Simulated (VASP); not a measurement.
# RbYP (Pmmm) in VASP: a series of runs

The runs below take RbYP through single point, relaxation of cell and atoms, with PBE.

Everything below comes from runs of VASP 6.6.1. Logs are shortened: lines on timing, memory, paths and dates and some standing lists are left out, and cuts for length are marked.

## 1. The cell of the first run

The structure is orthorhombic, space group Pmmm (No. 47). The conventional cell has a = 4.596 Å, b = 5.182 Å, c = 6.821 Å, α = 90.00°, β = 90.00°, γ = 90.00°. Around Rb (site symmetry mmm) lie 4 Y at 4.11 Å. Y (site symmetry mmm) is surrounded by 2 P at 2.59 Å. P (site symmetry mmm) is surrounded by 2 Y at 2.59 Å.

The cell was built by a generator and needn't be a form met in nature.

## 2. Single point, PBE (random cell by space group and Wyckoff sites (Pmmm, No. 47))

Contents of INCAR:

```
SYSTEM = RbYP
PREC = Accurate ; ENCUT = 520
EDIFF = 1E-6 ; ISMEAR = 0
SIGMA = 0.1 ; LREAL = .False.
LASPH = .True. ; NELM = 100
ALGO = Normal ; ISIF = 2
LWAVE = .False. ; LCHARG = .True.
GGA = PE ; LELF = .True.
LVHAR = .True. ; NBANDS = 20
```

Contents of KPOINTS:

```
Automatic mesh
0
Gamma
  4 4 4
  0 0 0
```

Contents of POSCAR:

```
RbYP
1.0
    4.5955705147      0.0000000000      0.0000000000
    0.0000000000      5.1816680052      0.0000000000
    0.0000000000      0.0000000000      6.8208634818
Rb Y P
1 1 1
Direct
    0.5000000000      0.0000000000      0.5000000000
    0.0000000000      0.0000000000      0.0000000000
    0.0000000000      0.5000000000      0.0000000000
```

Potentials or basis: VASP PAW PBE potentials, release 64 (Rb_sv, Y_sv, P).

Run with:

```sh
$ cat potpaw_PBE.64/Rb_sv/POTCAR potpaw_PBE.64/Y_sv/POTCAR potpaw_PBE.64/P/POTCAR > POTCAR
$ mpirun -np 1 vasp_std > vasp.out
```

OUTCAR:

```text
SYSTEM = RbYP
   PREC = Accurate
   ENCUT = 520
   EDIFF = 1E-6
   ISMEAR = 0
   LREAL = .False.
   LASPH = .True.
   NELM = 100
   ISIF = 2
   GGA = PE

 ion  position               nearest neighbor table
   1  0.500  0.000  0.500-   2 4.11   2 4.11   2 4.11   2 4.11
   2  0.000  0.000  0.000-   3 2.59   3 2.59   1 4.11   1 4.11   1 4.11   1 4.11
   3  0.000  0.500  0.000-   2 2.59   2 2.59

  LATTYP: Found a simple orthorhombic cell.
 ALAT       =     4.5955705147
 B/A-ratio  =     1.1275353057
 C/A-ratio  =     1.4842256168

  Lattice vectors:

 A1 = (   4.5955705147,   0.0000000000,   0.0000000000)
 A2 = (   0.0000000000,   5.1816680052,   0.0000000000)
 A3 = (   0.0000000000,   0.0000000000,   6.8208634818)

Analysis of symmetry for initial positions (statically):
=====================================================================
 Subroutine PRICEL returns:
 Original cell was already a primitive cell.

 Routine SETGRP: Setting up the symmetry group for a
 simple orthorhombic supercell.

 Subroutine GETGRP returns: Found  8 space group operations
 (whereof  8 operations were pure point group operations)
 out of a pool of  8 trial point group operations.

The static configuration has the point symmetry D_2h.

Analysis of symmetry for dynamics (positions and initial velocities):
=====================================================================
 Subroutine PRICEL returns:
 Original cell was already a primitive cell.

 Routine SETGRP: Setting up the symmetry group for a
 simple orthorhombic supercell.

 Subroutine GETGRP returns: Found  8 space group operations
 (whereof  8 operations were pure point group operations)
 out of a pool of  8 trial point group operations.

The dynamic configuration has the point symmetry D_2h.

 Subroutine INISYM returns: Found  8 space group operations
 (whereof  8 operations are pure point group operations),
 and found     1 'primitive' translations

----------------------------------------------------------------------------------------

                                     Primitive cell

  volume of cell :     162.4233

  direct lattice vectors                    reciprocal lattice vectors
     4.595570515  0.000000000  0.000000000     0.217600839  0.000000000  0.000000000
     0.000000000  5.181668005  0.000000000     0.000000000  0.192988049  0.000000000
     0.000000000  0.000000000  6.820863482     0.000000000  0.000000000  0.146609004

  length of vectors
     4.595570515  5.181668005  6.820863482     0.217600839  0.192988049  0.146609004

  position of ions in fractional coordinates (direct lattice)
     0.500000000  0.000000000  0.500000000
     0.000000000  0.000000000  0.000000000
     0.000000000  0.500000000  0.000000000

  ion indices of the primitive-cell ions
   primitive index   ion index
                 1           1
                 2           2
                 3           3

----------------------------------------------------------------------------------------

 KPOINTS: Automatic mesh

Automatic generation of k-mesh.
 Grid dimensions read from file:
 generate k-points for:    4    4    4

 Generating k-lattice:

  Cartesian coordinates                     Fractional coordinates (reciprocal lattice)
     0.054400210  0.000000000  0.000000000     0.250000000  0.000000000  0.000000000
     0.000000000  0.048247012  0.000000000     0.000000000  0.250000000  0.000000000
     0.000000000  0.000000000  0.036652251     0.000000000  0.000000000  0.250000000

  Length of vectors
     0.054400210  0.048247012  0.036652251

  Shift w.r.t. Gamma in fractional coordinates (k-lattice)
     0.000000000  0.000000000  0.000000000

 Subroutine IBZKPT returns following result:
 ===========================================

 Found     27 irreducible k-points:

 Following reciprocal coordinates:
            Coordinates               Weight
  0.000000  0.000000  0.000000      1.000000
  0.250000  0.000000  0.000000      2.000000
  0.500000  0.000000  0.000000      1.000000
  0.000000  0.250000  0.000000      2.000000
  0.250000  0.250000  0.000000      4.000000
  0.500000  0.250000  0.000000      2.000000
[... 16 lines left out ...]
  0.250000  0.250000  0.500000      4.000000
  0.500000  0.250000  0.500000      2.000000
 [... further k-points ...]
   k-points           NKPTS =     27   k-points in BZ     NKDIM =     27   number of bands    NBANDS=     20
   number of dos      NEDOS =    301   number of ions     NIONS =      3
   total plane-waves  NPLWV =  77760
   dimension x,y,z NGX =    36 NGY =   40 NGZ =   54
   dimension x,y,z NGXF=    72 NGYF=   80 NGZF=  108
   ions per type =               1   1   1
   NGX,Y,Z   is equivalent  to a cutoff of  13.02, 12.83, 13.16 a.u.
   NGXF,Y,Z  is equivalent  to a cutoff of  26.05, 25.67, 26.32 a.u.
 SYSTEM =  RbYP
   PREC   = accura    normal or accurate (medium, high low for compatibility)
   ISTART =      0    job   : 0-new  1-cont  2-samecut
   ICHARG =      2    charge: 1-file 2-atom 10-const
   ISPIN  =      1    spin polarized calculation?
   LNONCOLLINEAR =      F non collinear calculations
   LSORBIT =      F    spin-orbit coupling
   LASPH  =      T    aspherical Exc in radial PAW
   ENCUT  =  520.0 eV  38.22 Ry    6.18 a.u.   8.54  9.63 12.68*2*pi/ulx,y,z
   NELM   =    100;   NELMIN=  2; NELMDL= -5     # of ELM steps
   EDIFF  = 0.1E-05   stopping-criterion for ELM
   LREAL  =      F    real-space projection
   EDIFFG = 0.1E-04   stopping-criterion for IOM
   NSW    =      0    number of steps for IOM
   IBRION =     -1    ionic relax: 0-MD 1-quasi-New 2-CG
   NFREE  =      0    steps in history (QN), initial steepest desc. (CG)
   ISIF   =      2    stress and relaxation
   ISYM   =      2    0-nonsym 1-usesym 2-fastsym
   POTIM  = 0.5000    time-step for ionic-motion
   TEBEG  =    0.0;   TEEND  =   0.0 temperature during run
   PSTRESS=    0.0 pullay stress
   NELECT =      25.0000    total number of electrons
   NUPDOWN=      -1.0000    fix difference up-down
   EMIN   =  10.00;   EMAX   =-10.00  energy-range for DOS
   EFERMI =   0.00;   METHOD = LEGACY
   ISMEAR =     0;   SIGMA  =   0.10  broadening in eV -4-tet -1-fermi 0-gaus
   EFERMI_NEDOS =   21; number of points for ismear=-14 and -15
   IALGO  =     38    algorithm
   IMIX   =      4    mixing-type and parameters
     AMIX     =   0.40;   BMIX     =  1.00
     AMIX_MAG =   1.60;   BMIX_MAG =  1.00
  volume/ion in A,a.u.               =      54.14       365.36
  Fermi-wavevector in a.u.,A,eV,Ry     =   0.877348  1.657948 10.472949  0.769740
  Thomas-Fermi vector in A             =   1.997284
   LORBIT       =      0    0 simple, 1 ext, 2 COOP (PROOUT), +10 PAW based schemes
   GGA     = PE    functional components
   LHFCALC =     F    Hartree Fock is set to
   AEXX    =    0.0000 exact exchange contribution
   IVDW    =     0    specifies the selected vdW correction
   LEPSILON=     F    determine dielectric tensor
   LRPA    =     F    only Hartree local field effects (RPA)
 non-spin polarized calculation
 Gauss-broadening in eV      SIGMA  =   0.10
  energy-cutoff  :      520.00
  volume of cell :      162.42
 maximum number of plane-waves:      4398
 NGX is ok and might be reduce to    36
   NGX = 17   NGY = 19   NGZ = 25

 number of electron      25.0000000 magnetization

 Free energy of the ion-electron system (eV)
  ---------------------------------------------------
  ext. energy  EPLUGINS =         0.00000000
  ---------------------------------------------------
  free energy    TOTEN  =       -11.96824874 eV

  energy without entropy =      -11.96051875  energy(sigma->0) =      -11.96438375

 E-fermi :   0.4279     XC(G=0):  -6.5602

 val. band max:        0.4049830597   @ k =   0.5000   0.0000   0.5000
 cond. band min:       0.4602829790   @ k =   0.2500   0.0000   0.2500
 fundamental gap:      0.0552999192
 Fermi energy:         0.4278979381

 k-point     1 :       0.0000    0.0000    0.0000
  band No.  band energies     occupation
      1     -42.8335      2.00000
      2     -28.1655      2.00000
      3     -23.0296      2.00000
      4     -22.9490      2.00000
      5     -22.5175      2.00000
      6     -12.2567      2.00000
[... 12 lines left out ...]
     19       4.0994      0.00000
     20       4.2000      0.00000

 k-point     2 :       0.2500    0.0000    0.0000
  band No.  band energies     occupation
      1     -42.8332      2.00000
      2     -28.1631      2.00000
      3     -23.0287      2.00000
      4     -22.9585      2.00000
      5     -22.5167      2.00000
      6     -12.2993      2.00000
[... 12 lines left out ...]
     19       3.7723      0.00000
     20       4.4771      0.00000

 k-point     3 :       0.5000    0.0000    0.0000
  band No.  band energies     occupation
      1     -42.8329      2.00000
      2     -28.1607      2.00000
      3     -23.0278      2.00000
      4     -22.9680      2.00000
      5     -22.5159      2.00000
      6     -12.3635      2.00000
[... 12 lines left out ...]
     19       3.4743      0.00000
     20       3.6018      0.00000

 k-point     4 :       0.0000    0.2500    0.0000
  band No.  band energies     occupation
      1     -42.8333      2.00000
      2     -28.1651      2.00000
      3     -23.0293      2.00000
      4     -22.9487      2.00000
      5     -22.5303      2.00000
      6     -12.2550      2.00000
[... 12 lines left out ...]
     19       4.1824      0.00000
     20       4.3670      0.00000

 k-point     5 :       0.2500    0.2500    0.0000
  band No.  band energies     occupation
      1     -42.8330      2.00000
      2     -28.1627      2.00000
      3     -23.0284      2.00000
      4     -22.9582      2.00000
      5     -22.5294      2.00000
      6     -12.2976      2.00000
[... 12 lines left out ...]
     19       4.1597      0.00000
     20       4.5917      0.00000

 k-point     6 :       0.5000    0.2500    0.0000
  band No.  band energies     occupation
      1     -42.8327      2.00000
      2     -28.1603      2.00000
      3     -23.0275      2.00000
      4     -22.9677      2.00000
      5     -22.5286      2.00000
      6     -12.3613      2.00000
[... 12 lines left out ...]
     19       3.6871      0.00000
     20       4.0276      0.00000

 k-point     7 :       0.0000    0.5000    0.0000
  band No.  band energies     occupation
      1     -42.8331      2.00000
      2     -28.1647      2.00000
      3     -23.0290      2.00000
      4     -22.9485      2.00000
      5     -22.5431      2.00000
      6     -12.2534      2.00000
[... 12 lines left out ...]
     19       4.7521      0.00000
     20       5.0771      0.00000
[... 277 lines left out ...]
 k-point    20 :       0.2500    0.0000    0.5000
  band No.  band energies     occupation
      1     -42.8332      2.00000
      2     -28.1631      2.00000
      3     -23.0286      2.00000
      4     -22.9586      2.00000
      5     -22.5167      2.00000
      6     -12.2978      2.00000
[... 12 lines left out ...]
     19       3.6391      0.00000
     20       4.9960      0.00000

 k-point    21 :       0.5000    0.0000    0.5000
  band No.  band energies     occupation
      1     -42.8329      2.00000
      2     -28.1606      2.00000
      3     -23.0280      2.00000
      4     -22.9682      2.00000
      5     -22.5159      2.00000
      6     -12.3599      2.00000
[... 12 lines left out ...]
     19       3.2829      0.00000
     20       3.5223      0.00000

 k-point    22 :       0.0000    0.2500    0.5000
  band No.  band energies     occupation
      1     -42.8333      2.00000
      2     -28.1652      2.00000
      3     -23.0289      2.00000
      4     -22.9487      2.00000
      5     -22.5303      2.00000
      6     -12.2624      2.00000
[... 12 lines left out ...]
     19       3.6857      0.00000
     20       4.0060      0.00000

 k-point    23 :       0.2500    0.2500    0.5000
  band No.  band energies     occupation
      1     -42.8330      2.00000
      2     -28.1627      2.00000
      3     -23.0283      2.00000
      4     -22.9583      2.00000
      5     -22.5294      2.00000
      6     -12.2962      2.00000
[... 12 lines left out ...]
     19       3.8184      0.00000
     20       4.6380      0.00000

 k-point    24 :       0.5000    0.2500    0.5000
  band No.  band energies     occupation
      1     -42.8327      2.00000
      2     -28.1603      2.00000
      3     -23.0277      2.00000
      4     -22.9679      2.00000
      5     -22.5285      2.00000
      6     -12.3579      2.00000
[... 12 lines left out ...]
     19       3.6893      0.00000
     20       4.0613      0.00000

 [... further k-points ...]

------------------------ aborting loop because EDIFF is reached ----------------------------------------

  FORCE on cell =-STRESS in cart. coord.  units (eV):
  Direction    XX          YY          ZZ          XY          YZ          ZX
  --------------------------------------------------------------------------------------
  -------------------------------------------------------------------------------------
  Total        0.0102748     -0.0416415      0.0122541      0.0000000      0.0000000      0.0000000
  in kB        0.1013528     -0.4107604      0.1208769      0.0000000      0.0000000      0.0000000
  external PRESSURE =      -0.0628435 kB  Pullay stress =       0.0000000 kB

 VOLUME and BASIS-vectors are now :
 -----------------------------------------------------------------------------
  energy-cutoff  :      520.00
  volume of cell :      162.42
      direct lattice vectors                 reciprocal lattice vectors
     4.595570515  0.000000000  0.000000000     0.217600839  0.000000000  0.000000000
     0.000000000  5.181668005  0.000000000     0.000000000  0.192988049  0.000000000
     0.000000000  0.000000000  6.820863482     0.000000000  0.000000000  0.146609004

 POSITION                                       TOTAL-FORCE (eV/Angst)
 -----------------------------------------------------------------------------------
      2.29779      0.00000      3.41043         0.000000      0.000000      0.000000
      0.00000      0.00000      0.00000         0.000000      0.000000      0.000000
      0.00000      2.59083      0.00000         0.000000      0.000000      0.000000
 -----------------------------------------------------------------------------------
    total drift:                                0.000000     -0.000000      0.000000

  FREE ENERGIE OF THE ION-ELECTRON SYSTEM (eV)
  ---------------------------------------------------
  free  energy   TOTEN  =       -11.9682487449 eV

  energy  without entropy=      -11.9605187543  energy(sigma->0) =      -11.96438375
```

Run time: 59 s. Hardware: 1 thread of AMD EPYC 9R45 (Zen 5), shared host; peak memory 0.29 GiB.

Results:

| Property | Result |
| --- | --- |
| Free energy | -11.9682 eV |
| Pressure | 0.0 GPa |
| Band gap on the k mesh | none (metal or under the smearing width) |

(Continued in part 2 of 2.)
